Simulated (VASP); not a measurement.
Given:

```yaml
crystal:
  lattice:
    - [3.15409, 0.00000, 0.00000]
    - [-1.57704, 2.73152, 0.00000]
    - [0.00000, 0.00000, 19.10432]
  atoms:
    - { symbol: W, position: [0.66667, 0.33333, 0.50000] }
    - { symbol: S, position: [0.33333, 0.66667, 0.58240] }
    - { symbol: S, position: [0.33333, 0.66667, 0.41760] }
```

Method: HSE06 screened hybrid (exact exchange on a k-mesh reduced by 3x3x1), VASP's PBE PAW potentials (set 64) (plane waves; VASP). Numerical set-up: PREC = Normal, EDIFF = 1E-5, 400 eV cut-off, 12×12×1 Γ-centred mesh, Gaussian smearing of 0.050 eV, potentials W S.

Exact exchange is summed on a reduced mesh (NKRED).

Question: Estimate the energy per atom (σ→0), largest force.

Answer: 
* **energy per atom (σ→0)**: -9.440 eV/atom
* **largest force**: 0.503 eV/Å

The absolute energy has meaning only against runs of the same code, potentials and settings.

The cell is a sheet with vacuum, built from WS2 (2H layered). The cell's shape comes from a PBE relaxation.
